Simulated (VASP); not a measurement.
# LaYSbAs: structure and properties in VASP, part 4 of 5

Wanted: the relaxed cell of LaYSbAs and its properties. The cell is invented: it takes the structure of COD entry 1527913, LaAs (space group 225 there), with some of its atoms replaced by other elements, volume scaled by an estimate. It may not be a known or stable phase.

VASP 6.6.1, plane waves and PAW; the level of theory is named at each step.

Still holding for the runs below: The k-mesh is coarse for a metal.

So far. Step 6 (Density of states (SCAN)): The finer mesh and the other smearing move the Fermi level by +0.02 eV from the 6×6×6 run, a small shift, which tests the Fermi level alone. Step 7 (Volume scan with SCAN, volume scale 0.94): The pressure here is 4.49 GPa.

**8. Volume scan with SCAN, volume scale 0.96**

Level of this step: SCAN; plane waves and PAW (La, Sb, Y_sv, As); invented cell (VASP).

Contents of INCAR:

```
SYSTEM = LaYSbAs
PREC = Accurate
ENCUT = 400
EDIFF = 1E-06
NELM = 100
ISMEAR = -1
SIGMA = 0.05
LREAL = .FALSE.
ALGO = Normal
METAGGA = SCAN
LASPH = .TRUE.
NBANDS = 22
LORBIT = 11
LWAVE = .FALSE.
LCHARG = .FALSE.
KPAR = 2
ISIF = 2
```

Contents of POSCAR:

```
LaYSbAs
1.0
    2.1529546567      1.2430088928      7.0592329660
   -2.1529546567      1.2430088928      7.0592329660
    0.0000000000     -2.4860177855      7.0592329660
La Sb Y As
1 1 1 1
Direct
    0.2446149796      0.2446149796      0.2446149796
    0.0045627735      0.0045627735      0.0045627735
    0.7548755102      0.7548755102      0.7548755102
    0.4959467368      0.4959467368      0.4959467368
```

Contents of KPOINTS:

```
Automatic mesh
0
Gamma
6 6 6
0 0 0
```

Potentials, in the order of the species: La, Sb, Y_sv and As (PBE family, release 64).

Run with:

```sh
> mpirun -np 2 vasp_std
```

Output:

```text
[... set-up lines as in an earlier step ...]
 entering main loop
       N       E                     dE             d eps       ncg     rms          rms(c)
DAV:   1     0.163313234529E+03    0.16331E+03   -0.11027E+04  1408   0.140E+03
DAV:   2    -0.102722684678E+03   -0.26604E+03   -0.25338E+03  1742   0.330E+02
DAV:   3    -0.139531466010E+03   -0.36809E+02   -0.35408E+02  2080   0.142E+02
DAV:   4    -0.142977970429E+03   -0.34465E+01   -0.33907E+01  2686   0.310E+01
DAV:   5    -0.143219233695E+03   -0.24126E+00   -0.24098E+00  1970   0.755E+00    0.261E+01
DAV:   6    -0.134613775061E+03    0.86055E+01   -0.44858E+00  2176   0.131E+01    0.186E+01
DAV:   7    -0.134590052892E+03    0.23722E-01   -0.29801E+00  2260   0.889E+00    0.451E+00
DAV:   8    -0.134542076482E+03    0.47976E-01   -0.59126E-01  2660   0.463E+00    0.867E-01
DAV:   9    -0.134542562086E+03   -0.48560E-03   -0.47958E-02  2336   0.127E+00    0.325E-01
DAV:  10    -0.134541087809E+03    0.14743E-02   -0.37684E-03  2328   0.461E-01    0.160E-01
DAV:  11    -0.134540307072E+03    0.78074E-03   -0.15315E-03  2156   0.287E-01    0.626E-02
DAV:  12    -0.134540288835E+03    0.18237E-04   -0.15384E-04  2342   0.104E-01    0.325E-02
DAV:  13    -0.134540296743E+03   -0.79085E-05   -0.61158E-05  2600   0.416E-02    0.102E-02
DAV:  14    -0.134540274147E+03    0.22596E-04   -0.19735E-05  2686   0.230E-02    0.816E-03
DAV:  15    -0.134540289720E+03   -0.15573E-04   -0.23523E-06  1942   0.970E-03    0.211E-03
DAV:  16    -0.134540299785E+03   -0.10065E-04   -0.21089E-07  1274   0.551E-03    0.457E-04
DAV:  17    -0.134540300092E+03   -0.30630E-06   -0.94478E-08  1244   0.411E-03
   1 F= -.13454030E+03 E0= -.13453817E+03  d E =-.425910E-02
```

Wall time 4 min (2 MPI ranks of Intel Xeon 6975P-C (Granite Rapids), shared host); peak memory 0.87 GiB.

OUTCAR, selected parts (step 8):

```text
   ENCUT  =  400.0 eV  29.40 Ry    5.42 a.u.  12.20 12.20 12.20*2*pi/ulx,y,z

   NELECT =      32.0000    total number of electrons

 E-fermi :   5.9224

 k-point     1 :       0.0000    0.0000    0.0000
  band No.  band energies     occupation
    ...
      9      -4.8276      2.00000
     10      -2.8012      2.00000
     11       1.9712      2.00000
     12       3.7989      2.00000
     13       3.7989      2.00000
     14       6.1327      0.02939
     15       6.2900      0.00128
     16       6.2900      0.00128
     17       7.4042      0.00000
     18       7.4042      0.00000
    ...

  Total        1.9929325      1.9929323      2.0480476     -0.0000000      0.0000000      0.0000000
  in kB       28.1698983     28.1698957     28.9489452     -0.0000000      0.0000000      0.0000000
  external PRESSURE =      28.4295797 kB  Pullay stress =       0.0000000 kB

 POSITION                                       TOTAL-FORCE (eV/Angst)
 -----------------------------------------------------------------------------------
      0.00000      0.00000      5.18038         0.000000     -0.000000     -0.010503
      0.00000      0.00000      0.09663         0.000000      0.000000      0.002685
      0.00000      0.00000     15.98653         0.000000      0.000000      0.041141
      0.00000      0.00000     10.50301         0.000000     -0.000000     -0.033324
 -----------------------------------------------------------------------------------
    total drift:                               -0.000000     -0.000000     -0.002148

  FREE ENERGIE OF THE ION-ELECTRON SYSTEM (eV)
  ---------------------------------------------------
  free  energy   TOTEN  =      -134.5403000916 eV

  energy  without entropy=     -134.5360409958  energy(sigma->0) =     -134.53817054

[... 3 parts as in an earlier step ...]

[... 13 further parts left out ...]
```

This step gave:

| Property | Result |
| --- | --- |
| free energy (TOTEN) | -134.5403 eV |
| energy at zero smearing | -134.5382 eV |
| Fermi energy | 5.922 eV |
| pressure | 2.843 GPa |

The pressure falls from 4.49 to 2.84 GPa.

The run ends at a pressure of 2.84 GPa, with forces up to 0.041 eV/Å.

**9. Volume scan with SCAN, volume scale 0.98**

INCAR is that of step 8.

Contents of POSCAR:

```
LaYSbAs
1.0
    2.1678030891      1.2515816389      7.1079188698
   -2.1678030891      1.2515816389      7.1079188698
    0.0000000000     -2.5031632775      7.1079188698
La Sb Y As
1 1 1 1
Direct
    0.2446149796      0.2446149796      0.2446149796
    0.0045627735      0.0045627735      0.0045627735
    0.7548755102      0.7548755102      0.7548755102
    0.4959467368      0.4959467368      0.4959467368
```

KPOINTS is that of step 8.

Run with:

```sh
> mpirun -np 2 vasp_std
```

Output:

```text
[... set-up lines as in an earlier step ...]
 entering main loop
       N       E                     dE             d eps       ncg     rms          rms(c)
DAV:   1     0.164535693380E+03    0.16454E+03   -0.11066E+04  1408   0.139E+03
DAV:   2    -0.102816263453E+03   -0.26735E+03   -0.25480E+03  1728   0.331E+02
DAV:   3    -0.139689129418E+03   -0.36873E+02   -0.35472E+02  2104   0.139E+02
DAV:   4    -0.143018570746E+03   -0.33294E+01   -0.32531E+01  2628   0.309E+01
[...]
DAV:  16    -0.134573563085E+03   -0.10517E-04   -0.26670E-07  1274   0.532E-03    0.615E-04
DAV:  17    -0.134573567321E+03   -0.42365E-05   -0.15559E-07  1256   0.473E-03    0.373E-04
DAV:  18    -0.134573567291E+03    0.30068E-07   -0.81048E-08  1274   0.447E-03
   1 F= -.13457357E+03 E0= -.13457149E+03  d E =-.414805E-02
```

Elapsed: 4 min, on 2 MPI ranks; peak memory 0.87 GiB; 8 min of CPU time.

Parts of OUTCAR (step 9):

```text
  Total        0.9596216      0.9596215      0.9837763      0.0000000      0.0000000      0.0000000
  in kB       13.2873346     13.2873334     13.6217915      0.0000000      0.0000000      0.0000000
  external PRESSURE =      13.3988198 kB  Pullay stress =       0.0000000 kB

 POSITION                                       TOTAL-FORCE (eV/Angst)
 -----------------------------------------------------------------------------------
      0.00000      0.00000      5.21611         0.000000     -0.000000     -0.003492
      0.00000      0.00000      0.09730         0.000000     -0.000000     -0.001559
      0.00000      0.00000     16.09678         0.000000      0.000000      0.022560
      0.00000      0.00000     10.57545         0.000000     -0.000000     -0.017509
 -----------------------------------------------------------------------------------
    total drift:                               -0.000000     -0.000000     -0.002290

  FREE ENERGIE OF THE ION-ELECTRON SYSTEM (eV)
  ---------------------------------------------------
  free  energy   TOTEN  =      -134.5735672910 eV

  energy  without entropy=     -134.5694192389  energy(sigma->0) =     -134.57149326

[... 1 part as in an earlier step ...]

[... 2 further parts left out ...]
[key lines of the parts left out:]
E-fermi :   5.7690
```

The pressure falls from 2.84 to 1.34 GPa.

The run ends at a pressure of 1.34 GPa, with forces up to 0.023 eV/Å.

**10. Volume scan with SCAN, volume scale 1**

INCAR is that of step 9.

Contents of POSCAR:

```
LaYSbAs
1.0
    2.1824508516      1.2600385281      7.1559468055
   -2.1824508516      1.2600385281      7.1559468055
    0.0000000000     -2.5200770560      7.1559468055
La Sb Y As
1 1 1 1
Direct
    0.2446149796      0.2446149796      0.2446149796
    0.0045627735      0.0045627735      0.0045627735
    0.7548755102      0.7548755102      0.7548755102
    0.4959467368      0.4959467368      0.4959467368
```

KPOINTS is that of step 9.

Run with:

```sh
> mpirun -np 2 vasp_std
```

Output:

```text
[... set-up lines as in an earlier step ...]
 entering main loop
       N       E                     dE             d eps       ncg     rms          rms(c)
[... 2 cycles as in an earlier step ...]
DAV:   3    -0.139407147149E+03   -0.38904E+02   -0.37156E+02  2176   0.140E+02
[... 3 cycles as in an earlier step ...]
DAV:   7    -0.134647601449E+03    0.17073E-01   -0.33323E+00  2332   0.910E+00    0.528E+00
[... 3 cycles as in an earlier step ...]
DAV:  11    -0.134585800940E+03    0.68213E-03   -0.13975E-03  2264   0.286E-01    0.440E-02
[... 4 cycles as in an earlier step ...]
DAV:  16    -0.134585638275E+03   -0.76684E-06   -0.39067E-07  1274   0.594E-03
   1 F= -.13458564E+03 E0= -.13458371E+03  d E =-.385669E-02
```

Run time: 3.7 min. Hardware: 2 MPI ranks; peak memory 0.89 GiB; 7.4 min of CPU time.

From OUTCAR (step 10):

```text
  Total       -0.0189701     -0.0189701     -0.0218666      0.0000000     -0.0000000      0.0000000
  in kB       -0.2574149     -0.2574149     -0.2967192      0.0000000     -0.0000000      0.0000000
  external PRESSURE =      -0.2705163 kB  Pullay stress =       0.0000000 kB

[... 5 parts as in an earlier step ...]

[... 1 further part left out ...]
[key lines of the parts left out:]
E-fermi :   5.6185
```

The pressure falls from 1.34 to -0.03 GPa.

The run ends at a pressure of -0.03 GPa, with forces up to 0.0057 eV/Å.

**11. Volume scan with SCAN, volume scale 1.02**

INCAR is that of step 10.

Contents of POSCAR:

```
LaYSbAs
1.0
    2.1969045897      1.2683833973      7.2033385628
   -2.1969045897      1.2683833973      7.2033385628
    0.0000000000     -2.5367667944      7.2033385628
La Sb Y As
1 1 1 1
Direct
    0.2446149796      0.2446149796      0.2446149796
    0.0045627735      0.0045627735      0.0045627735
    0.7548755102      0.7548755102      0.7548755102
    0.4959467368      0.4959467368      0.4959467368
```

KPOINTS is that of step 10.

Run with:

```sh
> mpirun -np 2 vasp_std
```

Output:

```text
[... set-up lines as in an earlier step ...]
 entering main loop
       N       E                     dE             d eps       ncg     rms          rms(c)
DAV:   1     0.165292220872E+03    0.16529E+03   -0.10972E+04  1408   0.136E+03
DAV:   2    -0.103604520259E+03   -0.26890E+03   -0.25690E+03  1752   0.330E+02
DAV:   3    -0.139764848239E+03   -0.36160E+02   -0.34810E+02  2100   0.137E+02
DAV:   4    -0.143064086674E+03   -0.32992E+01   -0.32799E+01  2686   0.305E+01
[...]
DAV:  16    -0.134578313672E+03    0.44634E-05   -0.12252E-06  1676   0.860E-03    0.123E-03
DAV:  17    -0.134578319407E+03   -0.57355E-05   -0.31289E-07  1280   0.612E-03    0.548E-04
DAV:  18    -0.134578320298E+03   -0.89106E-06   -0.16397E-07  1262   0.561E-03
   1 F= -.13457832E+03 E0= -.13457659E+03  d E =-.346853E-02
```

Elapsed: 4 min, on 2 MPI ranks; peak memory 0.88 GiB.

OUTCAR, selected parts (step 11):

```text
  Total       -0.9478646     -0.9478645     -0.9729847      0.0000000     -0.0000000      0.0000000
  in kB      -12.6098539    -12.6098527    -12.9440372      0.0000000     -0.0000000      0.0000000
  external PRESSURE =     -12.7212479 kB  Pullay stress =       0.0000000 kB

 POSITION                                       TOTAL-FORCE (eV/Angst)
 -----------------------------------------------------------------------------------
      0.00000      0.00000      5.28613         0.000000      0.000000      0.006798
      0.00000      0.00000      0.09860         0.000000     -0.000000     -0.009295
      0.00000      0.00000     16.31287         0.000000     -0.000000     -0.009184
      0.00000      0.00000     10.71742         0.000000      0.000000      0.011681
 -----------------------------------------------------------------------------------
    total drift:                               -0.000000     -0.000000     -0.001120

  FREE ENERGIE OF THE ION-ELECTRON SYSTEM (eV)
  ---------------------------------------------------
  free  energy   TOTEN  =      -134.5783202984 eV

  energy  without entropy=     -134.5748517727  energy(sigma->0) =     -134.57658604

[... 1 part as in an earlier step ...]

[... 2 further parts left out ...]
[key lines of the parts left out:]
E-fermi :   5.4710
```

The pressure falls from -0.03 to -1.27 GPa.

The run ends at a pressure of -1.27 GPa, with forces up to 0.012 eV/Å.

**12. Volume scan with SCAN, volume scale 1.04**

INCAR is that of step 11.

Contents of POSCAR:

```
LaYSbAs
1.0
    2.2111706037      1.2766198839      7.2501147992
   -2.2111706037      1.2766198839      7.2501147992
    0.0000000000     -2.5532397676      7.2501147992
La Sb Y As
1 1 1 1
Direct
    0.2446149796      0.2446149796      0.2446149796
    0.0045627735      0.0045627735      0.0045627735
    0.7548755102      0.7548755102      0.7548755102
    0.4959467368      0.4959467368      0.4959467368
```

KPOINTS is that of step 11.

Run with:

```sh
> mpirun -np 2 vasp_std
```

Output:

```text
[... set-up lines as in an earlier step ...]
 entering main loop
       N       E                     dE             d eps       ncg     rms          rms(c)
DAV:   1     0.165401885050E+03    0.16540E+03   -0.10859E+04  1408   0.135E+03
DAV:   2    -0.101434277476E+03   -0.26684E+03   -0.25456E+03  1736   0.327E+02
DAV:   3    -0.139468304434E+03   -0.38034E+02   -0.36529E+02  2124   0.139E+02
DAV:   4    -0.143034369691E+03   -0.35661E+01   -0.35292E+01  2700   0.307E+01
[...]
DAV:  14    -0.134553230578E+03    0.66537E-04   -0.40328E-05  2422   0.395E-02    0.744E-03
DAV:  15    -0.134553271776E+03   -0.41198E-04   -0.81142E-06  2416   0.155E-02    0.501E-03
DAV:  16    -0.134553271022E+03    0.75360E-06   -0.16799E-06  1888   0.739E-03
   1 F= -.13455327E+03 E0= -.13455173E+03  d E =-.307918E-02
```

The job ended after 3.6 min (2 MPI ranks; peak memory 0.88 GiB).

OUTCAR, selected parts (step 12):

```text
  Total       -1.8287882     -1.8287880     -1.8725838      0.0000000     -0.0000000      0.0000000
  in kB      -23.8612940    -23.8612918    -24.4327226      0.0000000     -0.0000000      0.0000000
  external PRESSURE =     -24.0517695 kB  Pullay stress =       0.0000000 kB

 POSITION                                       TOTAL-FORCE (eV/Angst)
 -----------------------------------------------------------------------------------
      0.00000      0.00000      5.32046         0.000000      0.000000      0.009590
      0.00000      0.00000      0.09924         0.000000     -0.000000     -0.011798
      0.00000      0.00000     16.41880         0.000000     -0.000000     -0.021156
      0.00000      0.00000     10.78701         0.000000      0.000000      0.023364
 -----------------------------------------------------------------------------------
    total drift:                               -0.000000     -0.000000      0.001382

  FREE ENERGIE OF THE ION-ELECTRON SYSTEM (eV)
  ---------------------------------------------------
  free  energy   TOTEN  =      -134.5532710221 eV

  energy  without entropy=     -134.5501918459  energy(sigma->0) =     -134.55173143

[... 1 part as in an earlier step ...]

[... 2 further parts left out ...]
[key lines of the parts left out:]
E-fermi :   5.3265
```

The pressure falls from -1.27 to -2.41 GPa.

The run ends at a pressure of -2.41 GPa, with forces up to 0.023 eV/Å.

**13. Volume scan with SCAN, volume scale 1.06**

A prediction first. A parabola through the 6 pressures of evenly scaled cells so far, P = -0.03 -65.4 t +124 t² GPa with t = ln(V/V₁) and V₁ the volume at scale 1, gives -3.42 GPa at t = +0.0583.

INCAR is that of step 12.

Contents of POSCAR:

```
LaYSbAs
1.0
    2.2252548726      1.2847514400      7.2962951195
   -2.2252548726      1.2847514400      7.2962951195
    0.0000000000     -2.5695028798      7.2962951195
La Sb Y As
1 1 1 1
Direct
    0.2446149796      0.2446149796      0.2446149796
    0.0045627735      0.0045627735      0.0045627735
    0.7548755102      0.7548755102      0.7548755102
    0.4959467368      0.4959467368      0.4959467368
```

KPOINTS is that of step 12.

Run with:

```sh
> mpirun -np 2 vasp_std
```

Output:

```text
[... set-up lines as in an earlier step ...]
 entering main loop
       N       E                     dE             d eps       ncg     rms          rms(c)
DAV:   1     0.163840333000E+03    0.16384E+03   -0.10896E+04  1408   0.136E+03
DAV:   2    -0.101373670361E+03   -0.26521E+03   -0.25378E+03  1728   0.326E+02
DAV:   3    -0.139599084981E+03   -0.38225E+02   -0.36413E+02  2118   0.138E+02
DAV:   4    -0.143025182786E+03   -0.34261E+01   -0.34083E+01  2670   0.311E+01
[...]
DAV:  14    -0.134511988135E+03    0.53234E-04   -0.53429E-05  2332   0.464E-02    0.171E-02
DAV:  15    -0.134512048548E+03   -0.60414E-04   -0.10911E-05  2584   0.170E-02    0.497E-03
DAV:  16    -0.134512047991E+03    0.55756E-06   -0.27246E-06  1936   0.802E-03
   1 F= -.13451205E+03 E0= -.13451067E+03  d E =-.275580E-02
```

Wall time 3.7 min (2 MPI ranks); peak memory 0.9 GiB.

Parts of OUTCAR (step 13):

```text
  Total       -2.6650394     -2.6650391     -2.7211359      0.0000000     -0.0000000      0.0000000
  in kB      -34.1162819    -34.1162787    -34.8343966      0.0000000     -0.0000000      0.0000000
  external PRESSURE =     -34.3556524 kB  Pullay stress =       0.0000000 kB

 POSITION                                       TOTAL-FORCE (eV/Angst)
 -----------------------------------------------------------------------------------
      0.00000      0.00000      5.35435         0.000000      0.000000      0.011916
      0.00000      0.00000      0.09987         0.000000     -0.000000     -0.013451
      0.00000      0.00000     16.52338         0.000000     -0.000000     -0.031714
      0.00000      0.00000     10.85572         0.000000      0.000000      0.033248
 -----------------------------------------------------------------------------------
    total drift:                               -0.000000     -0.000000      0.002862

  FREE ENERGIE OF THE ION-ELECTRON SYSTEM (eV)
  ---------------------------------------------------
  free  energy   TOTEN  =      -134.5120479909 eV

  energy  without entropy=     -134.5092921874  energy(sigma->0) =     -134.51067009

[... 1 part as in an earlier step ...]

[... 2 further parts left out ...]
[key lines of the parts left out:]
E-fermi :   5.1849
```

The pressure falls from -2.41 to -3.44 GPa. The parabola predicted -3.42 GPa, +0.02 GPa off.

**14. The series together**

Times are for 2 MPI ranks of Intel Xeon 6975P-C (Granite Rapids), shared host. The runs compared:

| no. | volume scale | energy above the lowest point (meV/atom) | pressure (GPa) | time | memory (GiB) |
| --- | --- | --- | --- | --- | --- |
| 1 | 0.94 | 25.57 | 4.494 | 2.7 min | 0.83 |
| 2 | 0.96 | 11.38 | 2.843 | 4 min | 0.87 |
| 3 | 0.98 | 3.05 | 1.340 | 4 min | 0.87 |
| 4 | 1 | 0 | -0.02705 | 3.7 min | 0.89 |
| 5 | 1.02 | 1.78 | -1.272 | 4 min | 0.88 |
| 6 | 1.04 | 7.99 | -2.405 | 3.6 min | 0.88 |
| 7 | 1.06 | 18.26 | -3.436 | 3.7 min | 0.9 |

[end of part 4 of 5]

[Lines on the potential files, build, host, timing and source positions are cut from VASP's logs without a mark.]

[Logs are printed without paths, hosts, clocks, repeated set-up lines and the standing remarks that a program may print on its own settings, such as how far it seeks lower states.]

[Hosts, paths, dates, database ids (printed as entryN), source tags and the programs' standing remarks are cut or masked in the printed files.]

[A measured line is paired with the nearest computed mode of its activity, which favours agreement.]
